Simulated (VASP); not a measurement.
All values below come from r2SCAN+rVV10, VASP's PBE PAW potentials (set 64) (plane waves; VASP 6.6.1).

VASP input:

File POSCAR:
```
GaN
1
    1.5912219442    -2.7560772156     0.0000000000
    1.5912219442     2.7560772156     0.0000000000
    0.0000000000     0.0000000000     5.1801024123
Ga N
2 2
Direct
  0.6666670000   0.3333330000   0.5000334008
  0.3333330000   0.6666670000   0.0000334008
  0.6666670000   0.3333330000   0.8769665992
  0.3333330000   0.6666670000   0.3769665992
```

INCAR:
```
ISMEAR = -5   ! tetrahedra, Bloechl
LWAVE = .FALSE.
ENCUT = 520   ! plane-wave cut-off (eV)
LMAXMIX = 4   ! l cut-off of mixed one-centre charges
PREC = Accurate
ALGO = Normal   ! blocked Davidson
LASPH = .TRUE.   ! aspherical one-centre terms
BPARAM = 11.95
NEDOS = 601
ISIF = 2   ! forces and stress, cell fixed
LCHARG = .FALSE.
LMIXTAU = .TRUE.
METAGGA = R2SCAN
EDIFF = 1E-7
CPARAM = 0.0093
LREAL = .FALSE.   ! projection in real space or not
SYSTEM = GaN
NELM = 100   ! most electronic steps
LUSE_VDW = .TRUE.
LORBIT = 11
LEFG = .TRUE.
```

**KPOINTS**
```
Automatic
0
G
  9 9 5
```

**KPOINTS_OPT**
```
k-points along high-symmetry lines
6
Line-mode
Reciprocal
  0.000000   0.000000   0.000000 ! GAMMA
  0.000000   0.500000   0.000000 ! M

  0.000000   0.500000   0.000000 ! M
 -0.333333   0.666667   0.000000 ! K

 -0.333333   0.666667   0.000000 ! K
  0.000000   0.000000   0.000000 ! GAMMA

  0.000000   0.000000   0.000000 ! GAMMA
  0.000000   0.000000   0.500000 ! A

  0.000000   0.000000   0.500000 ! A
  0.000000   0.500000   0.500000 ! L

  0.000000   0.500000   0.500000 ! L
 -0.333333   0.666667   0.500000 ! H

 -0.333333   0.666667   0.500000 ! H
  0.000000   0.000000   0.500000 ! A

  0.000000   0.500000   0.500000 ! L
  0.000000   0.500000   0.000000 ! M

 -0.333333   0.666667   0.500000 ! H
 -0.333333   0.666667   0.000000 ! K
```

POTCAR, in this order: Ga_d N (PBE.64 set). Program: vasp_std.

The run wrote:

OSZICAR:
```
       N       E                     dE             d eps       ncg     rms          rms(c)
DAV:   1     0.263039918657E+03    0.26304E+03   -0.19046E+04  1668   0.316E+03
DAV:   2    -0.164621616272E+02   -0.27950E+03   -0.27153E+03  1764   0.545E+02
DAV:   3    -0.512798086912E+02   -0.34818E+02   -0.34575E+02  1830   0.158E+02
DAV:   4    -0.526115815701E+02   -0.13318E+01   -0.13285E+01  2210   0.335E+01
DAV:   5    -0.526345925952E+02   -0.23011E-01   -0.23004E-01  1812   0.384E+00    0.101E+01
DAV:   6    -0.439926309313E+02    0.86420E+01   -0.12119E+01  2870   0.590E+01    0.344E+00
DAV:   7    -0.422162258862E+02    0.17764E+01   -0.16145E+00  1692   0.112E+01    0.227E+00
DAV:   8    -0.450006622868E+02   -0.27844E+01   -0.19776E+00  2282   0.161E+01    0.213E+00
DAV:   9    -0.439530751296E+02    0.10476E+01   -0.53231E-01  1818   0.773E+00    0.773E-01
DAV:  10    -0.428137273976E+02    0.11393E+01   -0.37973E-01  2084   0.644E+00    0.127E-01
DAV:  11    -0.428297917261E+02   -0.16064E-01   -0.34094E-02  1832   0.189E+00    0.268E-01
DAV:  12    -0.428239517406E+02    0.58400E-02   -0.20592E-03  2544   0.665E-01    0.223E-01
DAV:  13    -0.428286738766E+02   -0.47221E-02   -0.49865E-03  2612   0.106E+00    0.152E-01
DAV:  14    -0.428290599553E+02   -0.38608E-03   -0.50438E-03  2120   0.920E-01    0.387E-01
DAV:  15    -0.428298532849E+02   -0.79333E-03   -0.13897E-03  2310   0.767E-01    0.242E-01
DAV:  16    -0.428307856497E+02   -0.93236E-03   -0.11754E-03  2444   0.408E-01    0.105E-01
DAV:  17    -0.428307110417E+02    0.74608E-04   -0.20219E-04  2504   0.140E-01    0.316E-02
DAV:  18    -0.428307154527E+02   -0.44110E-05   -0.38023E-05  2932   0.106E-01    0.614E-03
DAV:  19    -0.428307016838E+02    0.13769E-04   -0.14143E-05  2554   0.483E-02    0.580E-03
DAV:  20    -0.428307141869E+02   -0.12503E-04   -0.45327E-06  2278   0.248E-02    0.591E-03
DAV:  21    -0.428307077271E+02    0.64598E-05   -0.40161E-07  1812   0.602E-03    0.115E-02
DAV:  22    -0.428307214185E+02   -0.13691E-04   -0.12171E-06  1910   0.162E-02    0.401E-03
DAV:  23    -0.428307157579E+02    0.56606E-05   -0.71473E-07  2460   0.876E-03    0.487E-04
DAV:  24    -0.428307172290E+02   -0.14711E-05   -0.69493E-08   928   0.290E-03    0.273E-04
DAV:  25    -0.428307170558E+02    0.17315E-06   -0.12951E-08   810   0.169E-03    0.939E-05
DAV:  26    -0.428307170350E+02    0.20851E-07   -0.60504E-09   804   0.110E-03
   1 F= -.42830717E+02 E0= -.42830717E+02  d E =0.000000E+00
       N       E                     dE             ncg
       N       E                     dE             ncg
```

### OUTCAR
```
------------------------ aborting loop because EDIFF is reached ----------------------------------------
  FORCE on cell =-STRESS in cart. coord.  units (eV):
  Direction    XX          YY          ZZ          XY          YZ          ZX
  --------------------------------------------------------------------------------------
  Total       -0.0024168     -0.0024168      0.0016281      0.0000000      0.0000000      0.0000000
  in kB       -0.0852228     -0.0852228      0.0574112      0.0000000      0.0000000      0.0000000
  external PRESSURE =      -0.0376781 kB  Pullay stress =       0.0000000 kB
  volume of cell :       45.43
      direct lattice vectors                 reciprocal lattice vectors
     1.591221944 -2.756077216  0.000000000     0.314223922 -0.181417268  0.000000000
     1.591221944  2.756077216  0.000000000     0.314223922  0.181417268  0.000000000
     0.000000000  0.000000000  5.180102412     0.000000000  0.000000000  0.193046376
  FREE ENERGIE OF THE ION-ELECTRON SYSTEM (eV)
  ---------------------------------------------------
  free  energy   TOTEN  =       -42.8307170350 eV

  energy  without entropy=      -42.8307170350  energy(sigma->0) =      -42.83071703

 total charge

# of ion       s       p       d       tot
------------------------------------------
    1        0.755   0.883  10.194  11.832
    2        0.755   0.883  10.194  11.832
    3        1.231   2.546   0.000   3.777
    4        1.231   2.546   0.000   3.777
--------------------------------------------------
tot          3.972   6.858  20.389  31.219

 Electric field gradients after diagonalization (V/A^2)
 (convention: |V_zz| > |V_xx| > |V_yy|)
----------------------------------------------------------------------
 ion       V_xx      V_yy      V_zz     asymmetry (V_yy - V_xx)/ V_zz
----------------------------------------------------------------------
   1      -2.532    -2.523     5.055       0.002
   2      -2.532    -2.523     5.055       0.002
   3      -0.398    -0.395     0.793       0.003
   4      -0.398    -0.396     0.793       0.003
```
(Selected blocks of OUTCAR.)

File OUTCAR:
```
 val. band max:        5.0980851174   @ k =   0.0000   0.0000   0.0000

 cond. band min:       7.4142843541   @ k =   0.0000   0.0000   0.0000


 Fermi energy:         5.1275065878

 k-point     1 :       0.0000    0.0000    0.0000
  band No.  band energies     occupation
      1     -11.7313      2.00000
      2     -10.7071      2.00000
      3      -8.7084      2.00000
      4      -8.6928      2.00000
      5      -8.6928      2.00000
      6      -8.6238      2.00000
      7      -8.6238      2.00000
      8      -8.4035      2.00000
      9      -8.4035      2.00000
     10      -8.3047      2.00000
     11      -8.3047      2.00000
     12      -7.1962      2.00000
     13      -2.1217      2.00000
     14       4.0268      2.00000
     15       4.0268      2.00000
     16       5.0654      2.00000
     17       5.0981      2.00000
     18       5.0981      2.00000
     19       7.4143      0.00000
     20       9.8890      0.00000
     21      15.0255      0.00000
     22      15.6697      0.00000

 k-point     2 :       0.1111   -0.0000    0.0000
  band No.  band energies     occupation
      1     -11.6088      2.00000
      2     -10.6713      2.00000
      3      -8.6954      2.00000
      4      -8.6745      2.00000
      5      -8.6528      2.00000
      6      -8.6077      2.00000
      7      -8.5986      2.00000
      8      -8.4140      2.00000
      9      -8.4043      2.00000
     10      -8.3252      2.00000
     11      -8.3017      2.00000
     12      -7.1170      2.00000
     13      -1.9406      2.00000
     14       3.1532      2.00000
     15       3.7677      2.00000
     16       4.1253      2.00000
     17       4.9388      2.00000
     18       4.9845      2.00000
     19       8.3028      0.00000
     20      10.6219      0.00000
     21      14.5365      0.00000
     22      14.9827      0.00000

 k-point     3 :       0.2222    0.0000    0.0000
  band No.  band energies     occupation
      1     -11.2968      2.00000
...
```

The compound is GaN in the wurtzite structure. It was relaxed first.
